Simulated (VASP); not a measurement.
MoSi (relaxed from the zinc blende structure, space group F-43m): computed properties

All values below come from PBEsol GGA, VASP's PBE PAW potentials (set 64) (plane waves; VASP 6.6.1).

```yaml
space_group: F-43m (216)
cell: a = 5.492 Å, b = 5.492 Å, c = 5.492 Å, α = 90.00°, β = 90.00°, γ = 90.00°
volume_per_atom: 20.71 Å³/atom
band gap (over mesh and band path): none (metal, semimetal or under 0.01 eV)
density: 4.97 g/cm³
```

```
CELL_PARAMETERS angstrom
      0.00000     2.74614     2.74614
      2.74614     0.00000     2.74614
      2.74614     2.74614     0.00000
ATOMIC_POSITIONS crystal
  Mo 0.00000 0.00000 0.00000
  Si 0.25000 0.25000 0.25000
```

The structure was generated: MoSi was put into the zinc blende type (F-43m), which need not be its known phase. It was relaxed first, which changed the volume by -28 %. Symmetry was kept, so distortions that lower it aren't found.
